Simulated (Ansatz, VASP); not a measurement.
# InH: VASP beside Ansatz, part 2 of 2

Aim: how closely do two programs agree when they are given the same cell, functional and k mesh? The cell is generated by rule, not measured, and may not be a known phase. The cell is taken from a series of runs on this material, whose earlier steps may have relaxed, scaled, displaced or heated it; both programs get it as it stands.

VASP 6.6.1 and Ansatz 0.2.0.

So far. Step 5 (VASP: single point, PBE, pair 2): The run ends at a pressure of -0.07 GPa, with forces up to 0.21 eV/Å. Step 6 (Ansatz: single point, PBE, pair 2): The run ends at a pressure of 0.00 GPa, with forces up to 0.21 eV/Å.

The structure was built from a prototype and need not be the compound's stable phase.

**7. Side by side**

Compared:

```tsv
quantity	Ansatz	VASP	difference
pressure (GPa)	0.00	-0.07	+0.08
```

Forces (eV/Å; atoms numbered as in POSCAR):

```tsv
atom	Ansatz x, y, z	VASP x, y, z
In1	0.000, 0.000, 0.000	0.000, 0.000, 0.000
In2	0.000, 0.000, 0.000	0.000, 0.000, 0.000
H3	0.119, 0.119, -0.119	0.118, 0.118, -0.118
H4	-0.119, -0.119, 0.119	-0.118, -0.118, 0.118
```

The forces differ by 0.1 meV/Å r.m.s., which is 0.2 % of the r.m.s. force of 0.084 eV/Å (both taken over all components).

**8. VASP: single point, PBE, pair 3**

With cell and atoms fixed, the geometry can't cause a difference; cores, projectors, grids and the points listed under the comparison can.

INCAR reads:

```
SYSTEM = InH
PREC = Accurate
ENCUT = 500
EDIFF = 1E-06
NELM = 120
ISMEAR = 1
SIGMA = 0.2
LREAL = .FALSE.
ALGO = Normal
GGA = PE
NBANDS = 20
LORBIT = 11
LWAVE = .FALSE.
LCHARG = .FALSE.
ISIF = 2
LASPH = .TRUE.
GGA_COMPAT = .FALSE.
KPAR = 2
```

POSCAR reads:

```
InH
1.0
    0.0000000000      2.5135637442      2.5135637442
   -2.5135637442      2.5135637442      0.0000000000
   -2.5135637442     -2.5135637442      5.0271274884
In H
2 2
Direct
    0.0000000000      0.5000000000      0.5000000000
    0.0000000000      0.0000000000      0.0000000000
    0.5160785733      0.2419607134      0.7258821401
    0.4839214267      0.7580392866      0.2741178599
```

KPOINTS reads:

```
Automatic mesh
0
Gamma
15 15 15
0 0 0
```

The projector-augmented-wave data sets are In_d and H (PBE family, release 64).

The run is started by

```sh
$ mpirun -np 2 vasp_std
```

Numbers of over 12 decimals in the logs are rounded to 6 here.

Output:

```text
[... set-up lines as in an earlier step ...]
 entering main loop
       N       E                     dE             d eps       ncg     rms          rms(c)
DAV:   1     0.215109996177E+03    0.21511E+03   -0.13375E+04 13776   0.176E+03
DAV:   2     0.611933777931E+01   -0.20899E+03   -0.20496E+03 13896   0.381E+02
DAV:   3    -0.991047878489E+01   -0.16030E+02   -0.15813E+02 16352   0.123E+02
DAV:   4    -0.104338486435E+02   -0.52337E+00   -0.52231E+00 16100   0.236E+01
[...]
DAV:  11    -0.998287452080E+01   -0.12188E-04   -0.52477E-05 14752   0.765E-02    0.835E-03
DAV:  12    -0.998287205031E+01    0.24705E-05   -0.56875E-06 11336   0.156E-02    0.354E-03
DAV:  13    -0.998287196810E+01    0.82211E-07   -0.71043E-07  8004   0.790E-03
   1 F= -.99828720E+01 E0= -.99833804E+01  d E =0.152531E-02
```

Parts of OUTCAR (step 8):

```text
  Total       -0.0435518     -0.0435518     -0.0435518      0.1158425     -0.1158425     -0.1158425
  in kB       -1.0984678     -1.0984678     -1.0984678      2.9217883     -2.9217883     -2.9217883
  external PRESSURE =      -1.0984678 kB  Pullay stress =       0.0000000 kB

 POSITION                                       TOTAL-FORCE (eV/Angst)
 -----------------------------------------------------------------------------------
     -2.51356      0.00000      2.51356        -0.000000      0.000000      0.000000
      0.00000      0.00000      0.00000        -0.000000      0.000000      0.000000
     -2.43273      0.08083      4.94630         0.168523      0.168523     -0.168523
     -2.59439      2.43273      2.59439        -0.168523     -0.168523      0.168523
 -----------------------------------------------------------------------------------
    total drift:                               -0.000000      0.000000      0.000000

  FREE ENERGIE OF THE ION-ELECTRON SYSTEM (eV)
  ---------------------------------------------------
  free  energy   TOTEN  =        -9.9828719681 eV

  energy  without entropy=       -9.9843972732  energy(sigma->0) =       -9.98338040

[... 2 parts as in an earlier step ...]

[... 1 further part left out ...]
[key lines of the parts left out:]
E-fermi :   6.1029
```

The run ends at a pressure of -0.11 GPa, with forces up to 0.29 eV/Å.

**9. Ansatz: single point, PBE, pair 3**

The same cell, functional, mesh and smearing now go to Ansatz, which takes its cutoff from its data sets.

The cell is taken from a series of runs on this material, whose earlier steps may have relaxed, scaled, displaced or heated it; both programs get it as it stands.

input.yaml reads:

```yaml
crystal:
  lattice:
    - [0.0, 2.5135637442, 2.5135637442]
    - [-2.5135637442, 2.5135637442, 0.0]
    - [-2.5135637442, -2.5135637442, 5.0271274884]
  atoms:
    - { symbol: In, position: [0.0, 0.5, 0.5] }
    - { symbol: In, position: [0.0, 0.0, 0.0] }
    - { symbol: H, position: [0.5160785733, 0.2419607134, 0.7258821401] }
    - { symbol: H, position: [0.4839214267, 0.7580392866, 0.2741178599] }
kpoints:
  mp_grid: { grid: [15, 15, 15] }
hamiltonian:
  xc: pbe
scf:
  occupations: { method: methfessel_paxton, width: 0.2 }
output:
  forces: true
  stress: true
  eigenvalues: true
```

The run is started by

```sh
$ ansatz run input.yaml --threads 4 --pin off --max-ram 7168MiB --backend cpu --events-out ev --progress --plain --runs-dir out
```

Output:

```text
[...]
Crystal: 4 atoms, lattice volume = 63.523 Å³
Basis set: ecut = 420 eV, 1219 PW (Γ), exchange–correlation on 48×48×90 points (8 copies of the dense FFT grid, shifted against one another)
Bands: 18, of which v1, the nominal top of the filled ones, is band 14 counted from 1 (13 counted from 0)
Symmetry: 12 space group operations
[...]
k-points: 344 of 3375
[...]
--- Band table (eV; the first three rows and the last of 344) ---
  k-point 0: bands = [... 10 lower, -1.3220, 2.9014, 3.8135, 12.0583, 12.7026, 15.2903, 15.2903, 16.5605]
  k-point 1: bands = [... 10 lower, -1.3018, 2.6182, 4.1301, 11.9825, 12.7300, 15.2978, 15.2978, 16.5219]
  k-point 2: bands = [... 10 lower, -1.2411, 2.1372, 4.7101, 11.7678, 12.8008, 15.3207, 15.3207, 16.1897]
  k-point 343: bands = [... 10 lower, 4.0547, 4.1104, 5.1697, 5.3898, 8.1821, 8.6221, 10.7003, 11.4716]
[key lines of the parts left out:]
SCF converged after 7 iterations
Free energy (F): -11225.527443 eV
Fermi energy:    8.439611 eV
P = ⅓ Tr σ = -0.0289 GPa (-0.289 kbar)
```

The run ends at a pressure of -0.03 GPa, with forces up to 0.29 eV/Å.

**10. Differences**

The two programs side by side:

```tsv
quantity	Ansatz	VASP	difference
pressure (GPa)	-0.03	-0.11	+0.08
```

Forces (eV/Å; atoms numbered as in POSCAR):

```tsv
atom	Ansatz x, y, z	VASP x, y, z
In1	0.000, 0.000, 0.000	0.000, 0.000, 0.000
In2	0.000, 0.000, 0.000	0.000, 0.000, 0.000
H3	0.169, 0.169, -0.169	0.169, 0.169, -0.169
H4	-0.169, -0.169, 0.169	-0.169, -0.169, 0.169
```

The forces differ by 0.4 meV/Å r.m.s., which is 0.3 % of the r.m.s. force of 0.119 eV/Å (both taken over all components).

**11. Results**

| Property | Result |
| --- | --- |
| r.m.s. force difference (single point, PBE, pair 1) | 0.38 % of the r.m.s. force |
| r.m.s. force difference (single point, PBE, pair 2) | 0.13 meV/Å |
| r.m.s. force difference (single point, PBE, pair 3) | 0.36 meV/Å |

The r.m.s. force difference is 0.38 % of the r.m.s. force (single point, PBE, pair 1), within the 3 % picked in this series as the mark of a large difference. 5 further runs of this series are not shown here. How closely two codes agree says nothing of how well the functional describes the real material.

[Lines on the potential files, build, host, timing and source positions are cut from VASP's logs without a mark.]

[Logs are printed without paths, hosts, clocks, repeated set-up lines and the standing remarks that a program may print on its own settings, such as how far it seeks lower states.]

[Hosts, paths, dates, database ids (printed as entryN), source tags and the programs' standing remarks are cut or masked in the printed files.]
